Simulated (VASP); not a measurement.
VASP ran on this input.

File POSCAR:
```
Na3Tl
1
   -2.3602076874     2.3602076874     4.7520478385
    2.3602076874    -2.3602076874     4.7520478385
    2.3602076874     2.3602076874    -4.7520478385
Na Tl
3 1
Direct
  0.7500000000   0.2500000000   0.5000000000
  0.2500000000   0.7500000000   0.5000000000
  0.5000000000   0.5000000000   1.0000000000
  1.0000000000   0.0000000000   1.0000000000
```

**KPOINTS**
```
Automatic mesh
0
Gamma
8 8 8
0 0 0
```

INCAR:
```
# general
SYSTEM =Na3Tl
PREC   =Accurate
ENCUT  =400
LREAL  =.FALSE.   # projection in real space or not
LASPH  =.TRUE.   # aspherical one-centre terms

# electronic loop
EDIFF  =1E-6
NELM   =100   # most electronic steps
ALGO   =Normal
LMAXMIX=4

# smearing
ISMEAR =1
SIGMA  =0.1   # width (eV)

# ions
IBRION =2
NSW    =60
ISIF   =3   # ions, shape and volume
EDIFFG =-0.02   # ionic stop

# output
LWAVE  =.FALSE.
LCHARG =.FALSE.
```

POTCAR, in this order: Na_pv Tl_d (LDA.64 set). Program: vasp_std.

Q: Translate this LDA calculation to Quantum ESPRESSO's pw.x.

A: One equivalent input (not run):
```
&CONTROL
  calculation = 'vc-relax'
  pseudo_dir = './pseudo'
  outdir = './out'
  tprnfor = .true.
  tstress = .true.
  nstep = 60
  forc_conv_thr = 0.00078
/
&SYSTEM
  ibrav = 0
  nat = 4
  ntyp = 2
  ecutwfc = 88
  occupations = 'smearing'
  smearing = 'methfessel-paxton'
  degauss = 0.00735
  input_dft = 'pz'
/
&ELECTRONS
  conv_thr = 7.3e-08
  electron_maxstep = 100
/
&IONS
/
&CELL
/
ATOMIC_SPECIES
  Na 22.990 Na.upf
  Tl 204.380 Tl.upf
CELL_PARAMETERS angstrom
    -2.3602077    2.3602077    4.7520478
     2.3602077   -2.3602077    4.7520478
     2.3602077    2.3602077   -4.7520478
ATOMIC_POSITIONS crystal
  Na   0.7500000  0.2500000  0.5000000
  Na   0.2500000  0.7500000  0.5000000
  Na   0.5000000  0.5000000  1.0000000
  Tl   1.0000000  0.0000000  1.0000000
K_POINTS automatic
  8 8 8 0 0 0
```
Limits of the translation: the potentials are each code's own (VASP's PAW set, PseudoDojo norm-conserving files in pw.x), so ENCUT and ecutwfc are chosen apart and not converted; conv_thr bounds pw.x's estimated SCF error, while EDIFF bounds the energy change between steps; forc_conv_thr acts on force components and is met together with etot_conv_thr.

The structure comes from a computed database's Na3Tl entry (I4/mmm); how it stands against other phases isn't given here. It was relaxed first, which changed the volume by -10 %. The start is the result of an earlier pass.
